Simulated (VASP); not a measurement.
Output of a VASP run:

File OSZICAR:
```
...
DAV:   1    -0.328547366804E+02   -0.32855E+02   -0.54864E+03  1552   0.867E+02
DAV:   2    -0.476553902254E+02   -0.14801E+02   -0.14332E+02  2349   0.120E+02
DAV:   3    -0.479014013014E+02   -0.24601E+00   -0.23349E+00  1811   0.117E+01
DAV:   4    -0.479029002897E+02   -0.14990E-02   -0.14976E-02  1962   0.936E-01
DAV:   5    -0.479029129024E+02   -0.12613E-04   -0.12611E-04  1837   0.540E-02    0.503E+01
DAV:   6    -0.447409642112E+02    0.31619E+01   -0.75247E-01  1568   0.863E+00    0.274E+01
DAV:   7    -0.453390378181E+02   -0.59807E+00   -0.48478E-01  1514   0.734E+00    0.712E+00
DAV:   8    -0.445858880623E+02    0.75315E+00   -0.51742E-01  1538   0.701E+00    0.325E+00
DAV:   9    -0.450158387721E+02   -0.42995E+00   -0.24563E-01  1546   0.331E+00    0.101E+00
DAV:  10    -0.450529262115E+02   -0.37087E-01   -0.84589E-03  1588   0.870E-01    0.790E-01
DAV:  11    -0.450617208095E+02   -0.87946E-02   -0.14151E-03  1565   0.330E-01    0.192E-01
DAV:  12    -0.450640123305E+02   -0.22915E-02   -0.10681E-03  1527   0.304E-01    0.427E-02
DAV:  13    -0.450640920961E+02   -0.79766E-04   -0.23559E-04  1554   0.145E-01    0.480E-02
DAV:  14    -0.450640365355E+02    0.55561E-04   -0.24973E-05  1620   0.429E-02    0.182E-02
DAV:  15    -0.450640583741E+02   -0.21839E-04   -0.79418E-06  1542   0.330E-02    0.455E-02
DAV:  16    -0.450640468805E+02    0.11494E-04   -0.55843E-06  1550   0.195E-02    0.136E-02
DAV:  17    -0.450640453730E+02    0.15075E-05   -0.29589E-07   762   0.517E-03    0.130E-02
DAV:  18    -0.450640449808E+02    0.39218E-06   -0.16326E-07   761   0.365E-03
   1 F= -.45064045E+02 E0= -.45063496E+02  d E =-.450640E+02
       N       E                     dE             d eps       ncg     rms          rms(c)
DAV:   1    -0.450657693646E+02   -0.17240E-02   -0.49759E-02  1516   0.211E+00    0.386E-01
DAV:   2    -0.450643195301E+02    0.14498E-02   -0.20686E-03  1516   0.474E-01    0.135E-01
DAV:   3    -0.450639663119E+02    0.35322E-03   -0.15146E-03  1581   0.332E-01    0.736E-02
DAV:   4    -0.450640337884E+02   -0.67477E-04   -0.87186E-05  1744   0.104E-01    0.432E-02
DAV:   5    -0.450640206261E+02    0.13162E-04   -0.19018E-05  1560   0.463E-02    0.102E-02
DAV:   6    -0.450640356582E+02   -0.15032E-04   -0.24162E-05  1553   0.536E-02    0.703E-03
DAV:   7    -0.450640385060E+02   -0.28478E-05   -0.69363E-06  1523   0.308E-02    0.270E-03
DAV:   8    -0.450640407363E+02   -0.22303E-05   -0.10889E-06   928   0.125E-02    0.442E-04
DAV:   9    -0.450640405706E+02    0.16575E-06   -0.20135E-08   759   0.166E-03
   2 F= -.45064041E+02 E0= -.45063536E+02  d E =0.441024E-05
       N       E                     dE             d eps       ncg     rms          rms(c)
DAV:   1    -0.450645579254E+02   -0.51719E-03   -0.12657E-02  1514   0.106E+00    0.196E-01
DAV:   2    -0.450641950121E+02    0.36291E-03   -0.53233E-04  1516   0.240E-01    0.682E-02
DAV:   3    -0.450641051421E+02    0.89870E-04   -0.38387E-04  1582   0.167E-01    0.367E-02
DAV:   4    -0.450641209888E+02   -0.15847E-04   -0.22313E-05  1751   0.524E-02    0.213E-02
DAV:   5    -0.450641152044E+02    0.57844E-05   -0.48024E-06  1541   0.233E-02    0.513E-03
DAV:   6    -0.450641175429E+02   -0.23385E-05   -0.59975E-06  1552   0.268E-02    0.354E-03
DAV:   7    -0.450641200319E+02   -0.24890E-05   -0.17726E-06  1443   0.156E-02    0.126E-03
DAV:   8    -0.450641199200E+02    0.11188E-06   -0.26608E-07   759   0.616E-03
   3 F= -.45064120E+02 E0= -.45063591E+02  d E =-.749392E-04
```

OUTCAR:
```
------------------------ aborting loop because EDIFF is reached ----------------------------------------
  FORCE on cell =-STRESS in cart. coord.  units (eV):
  Direction    XX          YY          ZZ          XY          YZ          ZX
  --------------------------------------------------------------------------------------
  Total       -0.0003990     -0.0003990     -0.0003990      0.0000000      0.0000000      0.0000000
  in kB       -0.0287173     -0.0287173     -0.0287173      0.0000000      0.0000000      0.0000000
  external PRESSURE =      -0.0287173 kB  Pullay stress =       0.0000000 kB
  volume of cell :       22.26
      direct lattice vectors                 reciprocal lattice vectors
     0.000000000  2.232800085  2.232800085    -0.223934065  0.223934065  0.223934065
     2.232800085  0.000000000  2.232800085     0.223934065 -0.223934065  0.223934065
     2.232800085  2.232800085  0.000000000     0.223934065  0.223934065 -0.223934065
 POSITION                                       TOTAL-FORCE (eV/Angst)
 -----------------------------------------------------------------------------------
      0.00000      0.00000      0.00000         0.000000      0.000000     -0.000000
 -----------------------------------------------------------------------------------
    total drift:                                0.000000     -0.000000     -0.000000
  FREE ENERGIE OF THE ION-ELECTRON SYSTEM (eV)
  ---------------------------------------------------
  free  energy   TOTEN  =       -45.0641199200 eV

  energy  without entropy=      -45.0625319613  energy(sigma->0) =      -45.06359060

 reached required accuracy - stopping structural energy minimisation
```
(Selected blocks of OUTCAR.)

### POSCAR
```
Hf
1
    0.0000000000     2.2352650000     2.2352650000
    2.2352650000     0.0000000000     2.2352650000
    2.2352650000     2.2352650000     0.0000000000
Hf
1
Direct
  0.0000000000   0.0000000000   0.0000000000
```

Question: Write an INCAR and KPOINTS that could have produced this output.

Answer: Several could match; the one computed here: the input of the run itself, r2SCAN meta-GGA, plane waves, VASP's PBE PAW potentials (set 64).

INCAR:
```
# general
SYSTEM =Hf
PREC   =Accurate
ENCUT  =400   # plane-wave cut-off (eV)
LREAL  =.FALSE.   # projection in real space or not
LASPH  =.TRUE.   # aspherical one-centre terms

# electronic loop
EDIFF  =1E-6
NELM   =100
ALGO   =Normal   # blocked Davidson
LMAXMIX=6
LMIXTAU=.TRUE.

# smearing
ISMEAR =1   # Methfessel-Paxton
SIGMA  =0.1   # width (eV)

# functional
METAGGA=R2SCAN

# ions
IBRION =2   # conjugate gradients
NSW    =60
ISIF   =3   # ions, shape and volume
EDIFFG =-0.01   # ionic stop

# output
LWAVE  =.FALSE.
LCHARG =.FALSE.
```

**KPOINTS**
```
Automatic mesh
0
Gamma
13 13 13
0 0 0
```

POTCAR, in this order: Hf_pv (PBE.64 set). Program: vasp_std.

The structure comes from a computed database's Hf entry (Fm-3m); how it stands against other phases isn't given here. This run relaxes it. Symmetry was kept, so distortions that lower it aren't found.
